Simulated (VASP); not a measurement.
Given:

```yaml
crystal:
  lattice:
    - [3.98328, 0.00000, 0.00000]
    - [0.00000, 3.98328, 0.00000]
    - [0.00000, 0.00000, 3.98328]
  atoms:
    - { symbol: K, position: [0.00000, 0.00000, 0.00000] }
    - { symbol: Ta, position: [0.50000, 0.50000, 0.50000] }
    - { symbol: O, position: [0.50000, 0.00000, 0.50000] }
    - { symbol: O, position: [0.00000, 0.50000, 0.50000] }
    - { symbol: O, position: [0.50000, 0.50000, 0.00000] }
```

The numbers are results of SCAN meta-GGA, VASP's PBE PAW potentials (set 64) (plane waves; VASP 6.6.1), not measurements. Settings: 520 eV cut-off, 6×6×6 Γ-centred mesh, tetrahedra with Blöchl corrections, potentials K_sv Ta_pv O.

The cores are frozen, which limits the accuracy of field gradients.

Give the principal components of the electric field gradient (V/Å²) and the asymmetry η at each nucleus.

```csv
atom,Vxx,Vyy,Vzz,η
K1,0.0,0.0,0.0,-
Ta2,0.0,0.0,0.0,-
O3,-12.1,-12.1,24.2,0.00
O4,-12.1,-12.1,24.2,0.00
O5,-12.1,-12.1,24.2,0.00
```

The compound is KTaO3 in the cubic perovskite structure. It was relaxed first.
